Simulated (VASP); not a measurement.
# YSi2 (P6/mmm) in VASP: elastic constants with LDA

Aim: the elastic constants of YSi2 with LDA.

All numbers are computed with VASP 6.6.1; they aren't measurements. Logs are shortened: lines on timing, memory, paths and dates and some standing lists are left out, and cuts for length are marked.

**1. The crystal as given**

It takes space group P6/mmm (No. 191, hexagonal). Conventional cell: a = 4.075 Å, b = 4.075 Å, c = 3.990 Å, α = 90.00°, β = 90.00°, γ = 120.00°. Around Y (site symmetry 6/mmm) lie 12 Si at 3.08 Å. Si (site symmetry -6m2) is surrounded by 3 Si at 2.35 Å.

The cell comes from a database or a generator and needn't be the stable form of this composition.

**2. Elastic constants, LDA**

POSCAR

```
YSi2
1.0
    4.0754858600      0.0000000000      0.0000000000
   -2.0377429300      3.5294742900      0.0000000000
    0.0000000000      0.0000000000      3.9901327200
Y Si
1 2
Direct
    0.0000000000      0.0000000000      0.0000000000
    0.3333333300      0.6666666700      0.5000000000
    0.6666666700      0.3333333300      0.5000000000
```

INCAR.step1

```
  PREC = Accurate
  ENCUT = 350
  EDIFF = 1E-8
  ISMEAR = 0
  SIGMA = 0.1
  LREAL = F
  LASPH = T
  NELM = 100
  ALGO = Normal
  ISIF = 3
  LWAVE = F
  LCHARG = F
  IBRION = 2
  NSW = 40
  EDIFFG = -0.002
```

INCAR.step2

```
  PREC = Accurate
  ENCUT = 350
  EDIFF = 1E-8
  ISMEAR = 0
  SIGMA = 0.1
  LREAL = F
  LASPH = T
  NELM = 100
  ALGO = Normal
  ISIF = 3
  LWAVE = F
  LCHARG = F
  IBRION = 6
  NFREE = 2
  POTIM = 0.015
  NSW = 1
```

KPOINTS

```
Automatic mesh
0
Gamma
  12 12 10
```

Potentials or basis: VASP PAW LDA potentials, release 64 (Y_sv, Si).

Launch:

```console
cat potpaw_LDA.64/Y_sv/POTCAR potpaw_LDA.64/Si/POTCAR > POTCAR
cp INCAR.step1 INCAR
mpirun -np 1 vasp_std > vasp.out
cp CONTCAR POSCAR
cp INCAR.step2 INCAR
mpirun -np 1 vasp_std > vasp.out
```

OUTCAR:

```text
PREC = Accurate
   ENCUT = 350
   EDIFF = 1E-8
   ISMEAR = 0
   LREAL = F
   LASPH = T
   NELM = 100
   ISIF = 3
   IBRION = 6
   NFREE = 2
   POTIM = 0.015
   NSW = 1

 ion  position               nearest neighbor table
   1  0.000  0.000  0.000-   2 3.02   3 3.02   2 3.02   3 3.02   3 3.02   3 3.02   2 3.02   2 3.02
                             3 3.02   3 3.02   2 3.02   2 3.02
   2  0.333  0.667  0.500-   3 2.33   3 2.33   3 2.33   1 3.02   1 3.02   1 3.02   1 3.02   1 3.02
                             1 3.02
   3  0.667  0.333  0.500-   2 2.33   2 2.33   2 2.33   1 3.02   1 3.02   1 3.02   1 3.02   1 3.02
                             1 3.02

  LATTYP: Found a hexagonal cell.
 ALAT       =     4.0334743995
 C/A-ratio  =     0.9568866273

  Lattice vectors:

 A1 = (   4.0334743995,   0.0000000000,   0.0000000000)
 A2 = (  -2.0167371998,   3.4930912979,   0.0000000000)
 A3 = (   0.0000000000,   0.0000000000,   3.8595777142)

Analysis of symmetry for initial positions (statically):
=====================================================================
 Subroutine PRICEL returns:
 Original cell was already a primitive cell.

 Routine SETGRP: Setting up the symmetry group for a
 hexagonal supercell.

 Subroutine GETGRP returns: Found 24 space group operations
 (whereof 24 operations were pure point group operations)
 out of a pool of 24 trial point group operations.

The static configuration has the point symmetry D_6h.

Analysis of symmetry for dynamics (positions and initial velocities):
=====================================================================
 Subroutine PRICEL returns:
 Original cell was already a primitive cell.

 Routine SETGRP: Setting up the symmetry group for a
 hexagonal supercell.

 Subroutine GETGRP returns: Found 24 space group operations
 (whereof 24 operations were pure point group operations)
 out of a pool of 24 trial point group operations.

The dynamic configuration has the point symmetry D_6h.

 Subroutine INISYM returns: Found 24 space group operations
 (whereof 24 operations are pure point group operations),
 and found     1 'primitive' translations

----------------------------------------------------------------------------------------

                                     Primitive cell

  volume of cell :      54.3787

  direct lattice vectors                    reciprocal lattice vectors
     4.033474400  0.000000000  0.000000000     0.247925213  0.143139688  0.000000000
    -2.016737200  3.493091298  0.000000000     0.000000000  0.286279377  0.000000000
     0.000000000  0.000000000  3.859577714     0.000000000  0.000000000  0.259095703

  length of vectors
     4.033474400  4.033474402  3.859577714     0.286279377  0.286279377  0.259095703

  position of ions in fractional coordinates (direct lattice)
     0.000000000  0.000000000  0.000000000
     0.333333330  0.666666670  0.500000000
     0.666666670  0.333333330  0.500000000

  ion indices of the primitive-cell ions
   primitive index   ion index
                 1           1
                 2           2
                 3           3

----------------------------------------------------------------------------------------

 KPOINTS: Automatic mesh

Automatic generation of k-mesh.
 Grid dimensions read from file:
 generate k-points for:   12   12   10

 Generating k-lattice:

[... 115 lines left out ...]

  FORCE on cell =-STRESS in cart. coord.  units (eV):
  Direction    XX          YY          ZZ          XY          YZ          ZX
  --------------------------------------------------------------------------------------
  -------------------------------------------------------------------------------------
  Total       -0.0005691     -0.0005691     -0.0073840      0.0000000     -0.0000000      0.0000000
  in kB       -0.0167680     -0.0167680     -0.2175573      0.0000000     -0.0000000      0.0000000
  external PRESSURE =      -0.0836978 kB  Pullay stress =       0.0000000 kB
[... 92 lines left out ...]
  FREE ENERGIE OF THE ION-ELECTRON SYSTEM (eV)
  ---------------------------------------------------
  free  energy   TOTEN  =       -20.7417649765 eV

  energy  without entropy=      -20.7327774822  energy(sigma->0) =      -20.73727123

[... ionic steps 4 to 18 ...]

--------------------------------------- Ionic step       19  -------------------------------------------

 number of electron      18.9999997 magnetization

------------------------ aborting loop because EDIFF is reached ----------------------------------------
[... 69 lines left out ...]
--------------------------------------- Ionic step       21  -------------------------------------------

 number of electron      18.9999997 magnetization

 Free energy of the ion-electron system (eV)
  ---------------------------------------------------
  ext. energy  EPLUGINS =         0.00000000
  ---------------------------------------------------
  free energy    TOTEN  =       -20.74718733 eV

  energy without entropy =      -20.73799994  energy(sigma->0) =      -20.74259364

 E-fermi :   7.4186     XC(G=0): -10.9443

 val. band max:        7.4148974668   @ k =   0.0833  -0.0000   0.5000
 cond. band min:       7.4314141506   @ k =   0.1667   0.1667   0.5000
 fundamental gap:      0.0165166838
 Fermi energy:         7.4186237544

 k-point     1 :       0.0000    0.0000    0.0000
  band No.  band energies     occupation
      1     -34.8033      2.00000
      2     -14.9525      2.00000
      3     -14.9439      2.00000
      4     -14.9439      2.00000
      5      -4.8618      2.00000
      6       3.8593      2.00000
      7       3.8593      2.00000
      8       5.4342      2.00000
      9       5.9285      2.00000
     10       6.2425      2.00000
     11       8.5108      0.00000
     12       8.5108      0.00000
     13      10.0572      0.00000
[... 354 lines left out ...]
  band No.  band energies     occupation
      1     -34.7934      2.00000
      2     -15.0985      2.00000
      3     -14.9759      2.00000
      4     -14.9512      2.00000
      5      -3.4467      2.00000
      6       0.1117      2.00000
      7       3.5171      2.00000
      8       4.8240      2.00000
      9       5.1702      2.00000
     10       8.3843      0.00000
     11       8.9056      0.00000
     12       8.9814      0.00000
     13      10.2369      0.00000

 [... further k-points ...]
[... 5 lines left out ...]
  --------------------------------------------------------------------------------------
  -------------------------------------------------------------------------------------
  Total        0.0008123      0.0008123     -0.0055790      0.0000000     -0.0000000      0.0000000
  in kB        0.0239321      0.0239321     -0.1643748      0.0000000     -0.0000000      0.0000000
  external PRESSURE =      -0.0388369 kB  Pullay stress =       0.0000000 kB
[... 18 lines left out ...]
  FREE ENERGIE OF THE ION-ELECTRON SYSTEM (eV)
  ---------------------------------------------------
  free  energy   TOTEN  =       -20.7471873346 eV

  energy  without entropy=      -20.7379999431  energy(sigma->0) =      -20.74259364

 INTERNAL STRAIN TENSORS FROM STRAINED CELLS
 ============================================

 INTERNAL STRAIN TENSOR FOR ION    1 for displacements in x,y,z  (eV/Angst):
          X           Y           Z          XY          YZ          ZX
  --------------------------------------------------------------------------------
  x     0.00000     0.00000     0.00000    -0.00000    -0.00000     0.00000
  y     0.00000     0.00000     0.00000     0.00000     0.00000     0.00000
  z     0.00000     0.00000     0.00000     0.00000    -0.00000     0.00000

 INTERNAL STRAIN TENSORS FROM DISPLACED ATOMS
 ============================================

 INTERNAL STRAIN TENSOR FOR ION    1 for displacements in x,y,z  (eV/Angst):
          X           Y           Z          XY          YZ          ZX
  --------------------------------------------------------------------------------
  x     0.00000     0.00000     0.00000     0.00000     0.00000     0.00000
  y     0.00000     0.00000     0.00000     0.00000     0.00000     0.00000
  z     0.00000     0.00000     0.00000     0.00000     0.00000     0.00000

 INTERNAL STRAIN TENSOR FOR ION    3 for displacements in x,y,z  (eV/Angst):
          X           Y           Z          XY          YZ          ZX
  --------------------------------------------------------------------------------
  x     0.00000     0.00000     0.00000     7.21345     0.00000     0.00000
  y     7.21345    -7.21345     0.00000     0.00000     0.00000     0.00000
  z     0.00000     0.00000     0.00000     0.00000    -0.00000     0.00000

 Eigenvectors and eigenvalues of the dynamical matrix
 ----------------------------------------------------

   1 f  =   12.912565 THz    81.132039 2PiTHz  430.716810 cm-1    53.402054 meV
             X         Y         Z           dx          dy          dz
      0.000000  0.000000  0.000000     0.000000   -0.000000   -0.000000
     -0.000000  2.328728  1.929789    -0.000000    0.707107    0.000000
      2.016737  1.164364  1.929789     0.000000   -0.707107    0.000000
[... 43 lines left out ...]
   9 f/i=    0.000878 THz     0.005514 2PiTHz    0.029274 cm-1     0.003630 meV
             X         Y         Z           dx          dy          dz
      0.000000  0.000000  0.000000     0.000000   -0.000000   -0.782898
     -0.000000  2.328728  1.929789     0.000000   -0.000000   -0.439927
      2.016737  1.164364  1.929789     0.000000   -0.000000   -0.439927

--------------------------------------------------------------------------------------------------------

 ELASTIC MODULI CONTR FROM IONIC RELAXATION (kBar)
 Direction    XX          YY          ZZ          XY          YZ          ZX
 --------------------------------------------------------------------------------
 XX        -160.0293    160.0293      0.0000     -0.0000     -0.0000      0.0000
 YY         160.0293   -160.0293      0.0000      0.0000      0.0000      0.0000
 ZZ           0.0000      0.0000      0.0000      0.0000      0.0000      0.0000
 XY          -0.0000      0.0000      0.0000   -160.0293     -0.0000      0.0000
 YZ          -0.0000      0.0000      0.0000     -0.0000     -0.0000      0.0000
 ZX           0.0000      0.0000      0.0000      0.0000      0.0000      0.0000
 --------------------------------------------------------------------------------

 TOTAL ELASTIC MODULI (kBar)
 Direction    XX          YY          ZZ          XY          YZ          ZX
 --------------------------------------------------------------------------------
 XX        1346.6414   1204.0535    555.2870     -0.0000     -0.0000      0.0000
 YY        1204.0535   1346.6414    555.2870      0.0000     -0.0000      0.0000
 ZZ         555.2870    555.2870   1412.7568      0.0000      0.0000      0.0000
 XY          -0.0000      0.0000      0.0000     71.2939     -0.0000      0.0000
 YZ          -0.0000     -0.0000      0.0000     -0.0000    590.9217      0.0000
 ZX           0.0000      0.0000      0.0000     -0.0000      0.0000    590.9217
 --------------------------------------------------------------------------------
```

Wall time 25 min (1 thread of AMD EPYC 7R13 (Zen 3), shared host); peak memory 0.41 GiB.

What came out:

* Relaxed volume: 18.13 Å³/atom
* Relaxed cell: a = 4.033 Å, b = 4.033 Å, c = 3.860 Å, α = 90.00°, β = 90.00°, γ = 120.00°
* Space group after relaxing (to 0.05 Å): P6/mmm (No. 191)
* Voigt bulk modulus: 97 GPa
* Highest phonon frequency at Γ, LO-TO splitting left out: 431 cm⁻¹

Step by step:
```csv
step,energy change (eV),largest force (eV/Å),pressure (GPa),volume (Å³)
1,0.0000,0.0000,-4.42,57.40
2,-0.0333,0.0000,2.62,53.12
3,-0.0432,0.0000,0.13,54.45
4,-0.0463,0.0000,0.06,54.41
5,-0.0470,0.0000,0.01,54.38
6,-0.0470,0.0000,0.01,54.38
```

Final structure:
```xyz
3
Lattice="4.0335 0.0000 0.0000 -2.0167 3.4931 0.0000 0.0000 0.0000 3.8596" Properties=species:S:1:pos:R:3 pbc="T T T"
Y     4.0335    0.0000    0.0000
Si    0.0000    2.3287    1.9298
Si    2.0167    1.1644    1.9298
```

Phonon frequencies in cm⁻¹ (negative: imaginary):
```csv
q point,frequencies
"(0.000, 0.000, 0.000)",0 0 0 130 184 184 272 431 431
```

Elastic tensor in Voigt notation (GPa, in the Cartesian axes of the cell as first typed):
```
135 120  56   0   0   0
120 135  56   0   0   0
 56  56 141   0   0   0
  0   0   0  59   0   0
  0   0   0   0  59   0
  0   0   0   0   0   7
```

Clamped-ion elastic tensor (GPa):
```
151 104  56   0   0   0
104 151  56   0   0   0
 56  56 141   0   0   0
  0   0   0  59   0   0
  0   0   0   0  59   0
  0   0   0   0   0  23
```
